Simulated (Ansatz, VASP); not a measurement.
This is a calculation of MnPt2 for Ansatz 0.2.0.

File input.yaml:

```yaml
crystal:
  lattice:
    - [2.8392199513, 0.0, 0.0]
    - [-1.4196099756, 2.4588366048, 0.0]
    - [0.0, 0.0, 6.4886603702]
  atoms:
    - { symbol: Pt, position: [0.6666666667, 0.3333333333, 0.316206] }
    - { symbol: Pt, position: [0.3333333333, 0.6666666667, 0.683794] }
    - { symbol: Mn, position: [0.0, 0.0, 0.0], spin: 4.0 }
hamiltonian:
  xc: pbe
  pseudopotentials: { kind: paw }
magnetization:
  spin_polarized: true
kpoints:
  mp_grid: { grid: [11, 11, 4] }
scf:
  occupations: { method: fermi_dirac, width: 0.05 }
output:
  forces: true
  stress: true
  eigenvalues: true
```

Potentials or basis: Ansatz PAW.

Command:

```sh
$ ansatz run input.yaml --threads 2 --pin off --max-ram 5120MiB --backend cpu --events-out ev --progress --plain --runs-dir out
```

Question: Set up the same calculation for VASP 6.6.1. Potentials there: VASP PAW PBE potentials, release 64 (Pt, Mn_pv).

Answer: As run (the cutoff follows the program's own potentials):

The input INCAR:

```
PREC     = Accurate       # precision mode
ENCUT    = 520            # plane-wave cutoff, eV
EDIFF    = 1E-7           # SCF threshold, eV
ISMEAR   = -1             # smearing method
SIGMA    = 0.05           # smearing width, eV
LREAL    = False          # projectors in reciprocal space
LASPH    = True           # aspherical terms in the spheres
NELM     = 120            # most SCF steps
ALGO     = Normal         # electronic algorithm
ISIF     = 2              # what is computed and relaxed
LWAVE    = False          # write WAVECAR
LCHARG   = False          # write CHGCAR
ISPIN    = 2              # spin polarisation
MAGMOM   = 0 0 4          # initial moments
LORBIT   = 11             # projections on sites
LMAXMIX  = 4              # l up to which the mixer works
GGA      = PE             # functional
NBANDS   = 28             # bands
```

The input KPOINTS:

```
regular mesh
0
Gamma
  11 11 4
```

The input POSCAR:

```
MnPt2
1.0
    2.8392199513      0.0000000000      0.0000000000
   -1.4196099756      2.4588366048      0.0000000000
    0.0000000000      0.0000000000      6.4886603702
Pt Mn
2 1
Direct
    0.6666666667      0.3333333333      0.3162060000
    0.3333333333      0.6666666667      0.6837940000
    0.0000000000      0.0000000000      0.0000000000
```

Potentials or basis: VASP PAW PBE potentials, release 64 (Pt, Mn_pv).

Command:

```console
$ cat potpaw_PBE.64/Pt/POTCAR potpaw_PBE.64/Mn_pv/POTCAR > POTCAR
$ mpirun -np 1 vasp_std > vasp.out
```

Both were run:

|  | VASP | Ansatz | Ansatz less VASP |
| --- | --- | --- | --- |
| gap on the k mesh at the Fermi level (eV) | none | none | - |
| pressure (GPa) | 3.1 | 3.3 | +0.17 |
| largest component of the traceless stress (GPa) | 2.36 | 2.26 | -0.105 |
| rms of the force components (eV/Å) | 0.036 | 0.030 | -0.0052 |
| net moment per atom (μB) | 1.49 | 1.49 | -0.005 |
| size of the moment on the site where the two differ most (μB) | 3.71 | 3.68 | -0.034 |

Site moments also hang on the region over which each program counts them. Atom by atom the forces differ by 0.005 eV/Å (rms over components). A gap of «none» marks a metal or a gap that the smearing closes. The two sets of potentials don't hold the same shells in valence.

Spin-orbit coupling is left out, which matters for the levels of Pt.
